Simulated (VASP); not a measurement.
Here is the system:

```
CELL_PARAMETERS angstrom
      0.00000     2.21808     2.21808
      2.21808     0.00000     2.21808
      2.21808     2.21808     0.00000
ATOMIC_POSITIONS crystal
  Ga 0.00000 0.00000 0.00000
  N  0.25000 0.25000 0.25000
```

All values below come from PBE GGA, VASP's PBE PAW potentials (set 64) (plane waves; VASP). Numerical set-up: 600 eV cut-off, 10×10×10 Γ-centred mesh, Gaussian smearing of 0.050 eV, potentials Ga_d N.

Task: Predict the energy per atom (σ→0), pressure, band gap (on the k-mesh) with the smallest direct gap where there is one.

Result: 
band gap (on the k-mesh): 2.03 eV
smallest direct gap (on the k-mesh): 2.03 eV
energy per atom (σ→0): -6039 meV/atom
pressure: 15.04 GPa

The absolute energy has meaning only against runs of the same code, potentials and settings.

The compound is GaN in the zinc blende structure, a metastable form; wurtzite is the usual one. It was relaxed first under an external pressure of 15 GPa.
